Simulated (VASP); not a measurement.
Data:

```xyz
4
Lattice="3.9077 0.0000 0.0000 0.0000 3.9077 0.0000 0.0000 0.0000 5.5091" Properties=species:S:1:pos:R:3 pbc="T T T"
Zn     1.9538     0.0000     4.2040
Zn     3.9077     1.9538     1.3051
Se     3.9077     0.0000     2.7546
S      1.9538     1.9538     0.0000
```

Level of theory: r2SCAN meta-GGA, VASP's PBE PAW potentials (set 64) (plane waves; VASP). Run with 400 eV cut-off, 6×6×5 Γ-centred mesh, tetrahedra with Blöchl corrections, potentials Zn Se S.

Question: Give the energies of bands 8 to 21 at the high-symmetry points, in eV from the valence-band maximum.

Answer: 
```json
[
 {"band": "8", "Γ": "-6.36", "X": "-6.34", "M": "-6.33", "Z": "-6.50", "R": "-6.18", "A": "-6.24"},
 {"band": "9", "Γ": "-6.20", "X": "-6.22", "M": "-6.14", "Z": "-6.26", "R": "-6.17", "A": "-6.24"},
 {"band": "10", "Γ": "-6.20", "X": "-6.20", "M": "-6.14", "Z": "-6.21", "R": "-6.17", "A": "-6.24"},
 {"band": "11", "Γ": "-6.13", "X": "-6.16", "M": "-6.03", "Z": "-6.18", "R": "-6.04", "A": "-5.85"},
 {"band": "12", "Γ": "-5.99", "X": "-6.13", "M": "-5.97", "Z": "-6.15", "R": "-6.00", "A": "-5.84"},
 {"band": "13", "Γ": "-4.78", "X": "-4.27", "M": "-4.81", "Z": "-2.78", "R": "-5.59", "A": "-4.78"},
 {"band": "14", "Γ": "-2.40", "X": "-4.08", "M": "-4.81", "Z": "-2.74", "R": "-5.32", "A": "-4.78"},
 {"band": "15", "Γ": "-2.40", "X": "-2.66", "M": "-2.55", "Z": "-1.69", "R": "-1.33", "A": "-2.96"},
 {"band": "16", "Γ": "-0.06", "X": "-2.60", "M": "-2.31", "Z": "-1.69", "R": "-0.99", "A": "-2.88"},
 {"band": "17", "Γ": "0.00", "X": "-1.36", "M": "-2.31", "Z": "-0.99", "R": "-0.90", "A": "-2.88"},
 {"band": "18", "Γ": "0.00", "X": "-0.62", "M": "-2.12", "Z": "-0.99", "R": "-0.57", "A": "-2.75"},
 {"band": "19", "Γ": "2.19", "X": "4.71", "M": "3.22", "Z": "4.38", "R": "3.24", "A": "5.87"},
 {"band": "20", "Γ": "3.50", "X": "5.22", "M": "3.70", "Z": "4.46", "R": "3.53", "A": "5.95"},
 {"band": "21", "Γ": "4.07", "X": "6.55", "M": "4.13", "Z": "4.87", "R": "6.92", "A": "6.30"}
]
```

The gap is direct, 2.19 eV, from the valence maximum at Γ to the conduction minimum at Γ.

The structure comes from a computed database's Zn2SeS entry (P-4m2); how it stands against other phases isn't given here. It was relaxed first.
